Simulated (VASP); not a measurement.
Output of a VASP run:

### OSZICAR
```
       N       E                     dE             d eps       ncg     rms          rms(c)
DAV:   1    -0.393611986965E+03   -0.39361E+03   -0.12843E+01   660   0.808E+00    0.197E+01
DAV:   2    -0.393713511890E+03   -0.10152E+00   -0.34040E-01   760   0.118E+00    0.128E+01
DAV:   3    -0.393700096964E+03    0.13415E-01   -0.13359E-02   742   0.211E-01    0.747E+00
DAV:   4    -0.393693591705E+03    0.65053E-02   -0.20125E-03   694   0.898E-02    0.430E+00
DAV:   5    -0.393691246299E+03    0.23454E-02   -0.64559E-04   718   0.526E-02    0.245E+00
DAV:   6    -0.393690435505E+03    0.81079E-03   -0.25851E-04   734   0.319E-02    0.139E+00
DAV:   7    -0.393690169734E+03    0.26577E-03   -0.99757E-05   726   0.191E-02    0.790E-01
DAV:   8    -0.393690085023E+03    0.84712E-04   -0.33318E-05   526   0.113E-02    0.451E-01
DAV:   9    -0.393690062110E+03    0.22912E-04   -0.13370E-05   414   0.742E-03    0.256E-01
DAV:  10    -0.393690057375E+03    0.47349E-05   -0.46875E-06   374   0.458E-03
   1 F= -.39369006E+03 E0= -.39369006E+03  d E =-.249437E-11  mag=     1.0000
```

File OUTCAR:
```
------------------------ aborting loop because EDIFF is reached ----------------------------------------
  volume of cell :     1308.29
      direct lattice vectors                 reciprocal lattice vectors
    10.937074700  0.000000000  0.000000000     0.091432127  0.000000000  0.000000000
     0.000000000 10.937074700  0.000000000     0.000000000  0.091432127  0.000000000
     0.000000000  0.000000000 10.937074700     0.000000000  0.000000000  0.091432127
 POSITION                                       TOTAL-FORCE (eV/Angst)
 -----------------------------------------------------------------------------------
      5.46818      0.00131      0.00319         0.004647     -0.000856      0.004348
      6.84079      1.35586      1.35892        -0.005590     -0.009571     -0.016224
      8.20410      2.73205      0.00438        -0.001559      0.008553     -0.006933
      9.58083      4.09620      1.35859         0.006927      0.007789     -0.015296
      8.20428      0.00228      2.73475        -0.000559     -0.012405      0.004316
      9.58262      1.35626      4.09602         0.005093     -0.007916      0.014802
     10.93697     10.93707     10.93691         0.002915     -0.000375      0.003522
      1.37279      1.37259      1.37262        -0.025400     -0.018631     -0.026431
      2.73452      2.73402     10.93646         0.001091      0.004494      0.010705
      4.09923      4.09824      1.36777         0.003389      0.011016     -0.003210
      5.46799      5.46761      0.00227         0.006730      0.002331     -0.001224
      6.83981      6.83963      1.36392        -0.011954     -0.004254      0.003619
      8.20395      8.20408     10.93401         0.000918     -0.000282      0.017562
      9.56481      9.56476      1.37288         0.023319      0.025378     -0.024495
      2.73457      0.00077      2.73475         0.004541      0.012058      0.008157
      4.09987      1.36875      4.09972         0.002784     -0.007130      0.003580
      5.46370      2.69950      2.69892         0.010664     -0.008488      0.000287
      7.00531      3.93915      3.93788        -0.098059      0.075468      0.084837
      8.24259      5.48021      2.69642        -0.004160     -0.018504      0.010303
      9.57338      6.84079      4.09931        -0.002685     -0.005469      0.003317
      5.46811      0.00051      5.46785         0.005533      0.002094      0.010539
      6.83818      1.36602      6.83840        -0.008833      0.000693     -0.010931
      8.24290      2.69632      5.47806        -0.000550      0.002360     -0.022633
      9.57412      4.09752      6.84032        -0.002676      0.010390     -0.010200
      8.20276     10.93608      8.20327        -0.003315      0.010716      0.002418
      9.56479      1.37248      9.56470         0.024076     -0.018000      0.025040
     10.93569      5.46846      0.00406         0.002614     -0.002545      0.002928
      1.35522      6.84107      1.35739        -0.010249     -0.007326     -0.011843
      2.73247      8.20522      0.00473         0.009222     -0.006079     -0.011208
      4.09595      9.58367      1.35757         0.008203      0.002852     -0.007536
     10.93636      2.73426      2.73417         0.012639      0.003723      0.007017
      1.36699      4.09951      4.09885        -0.003806      0.005662      0.007315
      2.69738      5.46234      2.69674        -0.001484      0.013477      0.003389
      3.93514      7.00662      3.93395         0.075352     -0.090471      0.084716
      5.47899      8.24334      2.69510        -0.020126     -0.004841      0.006244
      6.84016      9.57211      4.09984        -0.010817     -0.001999      0.001692
     10.93466     10.93600      5.46857         0.002193     -0.000009      0.005898
      1.35454      1.35366      6.84067        -0.016225     -0.009166     -0.009532
      2.69457      2.69590      5.46251         0.002585     -0.000890      0.025439
      3.92370      3.92965      7.01691         0.105489      0.093443     -0.114241
      7.00389      7.00193      7.01023        -0.087622     -0.078665     -0.096563
      8.23950      8.23906      5.46320         0.003408      0.002886      0.012255
      9.57932      9.58128      6.84120         0.009561      0.013678     -0.008698
      2.73385      0.00277      8.20389         0.003910     -0.011392      0.002551
      4.09636      1.35505      9.58376         0.011710     -0.010528      0.007033
      5.47775      2.69472      8.24471        -0.023927      0.005963     -0.000361
      6.83992      4.09711      9.57559        -0.010252      0.009274      0.000839
      8.24411      5.45770      8.24529        -0.008493      0.025294     -0.004839
      9.58373      6.84114      9.58340         0.003700     -0.012977      0.006536
      0.00322      8.20508      2.73413        -0.012502     -0.002636      0.008618
      1.35597      9.58446      4.09601        -0.011160      0.004618      0.012853
      0.00011      5.46851      5.46794         0.002336      0.001275      0.012175
      1.36324      6.84064      6.83868         0.004879     -0.007526     -0.010357
      2.69524      8.24360      5.47700         0.003176     -0.002651     -0.014292
      4.09859      9.57317      6.83996         0.003773     -0.004220     -0.012590
      0.00345      2.73303      8.20439        -0.007794      0.005244      0.001576
      1.35382      4.09645      9.58571        -0.014529      0.012945      0.005308
      2.69018      5.48182      8.24778         0.014832     -0.024819     -0.007935
      4.09798      6.84074      9.57650         0.004568     -0.006969     -0.005146
      5.45972      8.24345      8.24461         0.022295     -0.008664     -0.000229
      6.84115      9.58416      9.58363        -0.016515      0.010013      0.008692
     10.93400      8.20473      8.20329         0.014672     -0.004909      0.003511
...
```
(Selected blocks of OUTCAR.)

### POSCAR
```
BiSi63
1
   10.9370747004     0.0000000000     0.0000000000
    0.0000000000    10.9370747004     0.0000000000
    0.0000000000     0.0000000000    10.9370747004
Si Bi
63 1
Direct
  0.4999676538   0.0001193465   0.0002918850
  0.6254684168   0.1239693132   0.1242488795
  0.7501182901   0.2497970479   0.0004002693
  0.8759955740   0.3745245589   0.1242189712
  0.7501344595   0.0002081017   0.2500436179
  0.8761589775   0.1240061239   0.3745074060
  0.9999907934   0.9999993073   0.9999847215
  0.1255174208   0.1254986147   0.1255019978
  0.2500234052   0.2499776700   0.9999437793
  0.3748015993   0.3747111998   0.1250584111
  0.4999498320   0.4999156041   0.0002075888
  0.6253785986   0.6253620184   0.1247058623
  0.7501048847   0.7501162649   0.9997193698
  0.8745310747   0.8745259345   0.1255255890
  0.2500273323   0.0000702932   0.2500442258
  0.3748601764   0.1251473820   0.3748460472
  0.4995575894   0.2468211375   0.2467675929
  0.6405101958   0.3601645192   0.3600488272
  0.7536373630   0.5010673321   0.2465397617
  0.8753141862   0.6254677613   0.3748082066
  0.4999613716   0.0000462470   0.4999375407
  0.6252290846   0.1248984957   0.6252493896
  0.7536661217   0.2465303639   0.5008707285
  0.8753817108   0.3746453183   0.6254251489
  0.7499953887   0.9999088035   0.7500420949
  0.8745292122   0.1254883545   0.8745210834
  0.9998732635   0.4999929167   0.0003707979
  0.1239104496   0.6254937255   0.1241094758
  0.2498356906   0.7502207940   0.0004320426
  0.3745015894   0.8762552897   0.1241258589
  0.9999345312   0.2499988670   0.2499912275
  0.1249866286   0.3748272042   0.3747665413
  0.2466268298   0.4994329621   0.2465682779
  0.3597982300   0.6406299564   0.3596890976
  0.5009554132   0.7537058054   0.2464189786
  0.6254104419   0.8751985384   0.3748573283
  0.9997792913   0.9999019621   0.5000034010
  0.1238488667   0.1237678515   0.6254567039
  0.2463706051   0.2464917277   0.4994488359
  0.3587522124   0.3592967067   0.6415713489
  0.6403806938   0.6402016137   0.6409601451
  0.7533548608   0.7533146893   0.4995118861
  0.8758574223   0.8760371092   0.6255058778
  0.2499620020   0.0002531055   0.7500994127
  0.3745392234   0.1238947898   0.8762636547
  0.5008424987   0.2463841694   0.7538315051
  0.6253880371   0.3746070394   0.8755163378
  0.7537765658   0.4990088073   0.7538847773
  0.8762603746   0.6254996291   0.8762302857
  0.0002941597   0.7502079643   0.2499873852
  0.1239794017   0.8763273380   0.3745073244
  0.0000096259   0.4999974325   0.4999454113
  0.1246440328   0.6254539219   0.6252746580
  0.2464318042   0.7537299667   0.5007741557
  0.3747429858   0.8752952010   0.6253920087
  0.0003158069   0.2498864588   0.7501450310
  0.1237823140   0.3745472060   0.8764420366
  0.2459685516   0.5012146582   0.7541124340
  0.3746870595   0.6254630460   0.8755999252
  0.4991942263   0.7537165167   0.7538225384
  0.6255004773   0.8763000532   0.8762517164
  0.9997188449   0.7501759492   0.7500444820
  0.1255113138   0.8745386491   0.8745117330
  0.4993029608   0.4998072644   0.5008223661
```

Question: Write an INCAR and KPOINTS that could have produced this output.

Answer: Several could match; the one computed here: the input of the run itself, HSE06 screened hybrid, plane waves, VASP's PBE PAW potentials (set 64).

INCAR:
```
! general
SYSTEM   = BiSi63
PREC     = Normal
ENCUT    = 400
LREAL    = Auto   ! projection in real space or not
LASPH    = .TRUE.   ! aspherical one-centre terms
ISYM     = 0

! electronic loop
EDIFF    = 1E-5   ! SCF stop (eV)
NELM     = 50
NELMIN   = 4
ALGO     = Normal   ! blocked Davidson
LMAXMIX  = 4   ! l cut-off of mixed one-centre charges

! smearing
ISMEAR   = 0   ! Gaussian
SIGMA    = 0.05

! functional
GGA      = PE   ! PBE
LHFCALC  = .TRUE.
AEXX     = 0.25
HFSCREEN = 0.2   ! 1/Angstrom
PRECFOCK = Fast

! spin
ISPIN    = 2
MAGMOM   = 64*0.0156
NUPDOWN  = 1

! ions
ISIF     = 0

! output
LWAVE    = .FALSE.
LCHARG   = .FALSE.
LORBIT   = 10
```

File KPOINTS:
```
Automatic mesh
0
Gamma
1 1 1
0 0 0
```

POTCAR, in this order: Si Bi (PBE.64 set). Program: vasp_gam. Read from the step before: WAVECAR.

The supercell is sampled at Γ alone, which is coarse: total energies, pressure and levels can be off, energies of defects by several tenths of an eV.

The cell is a supercell with a defect, built from Si (diamond): Bi_Si. The cell's shape comes from a PBE relaxation.
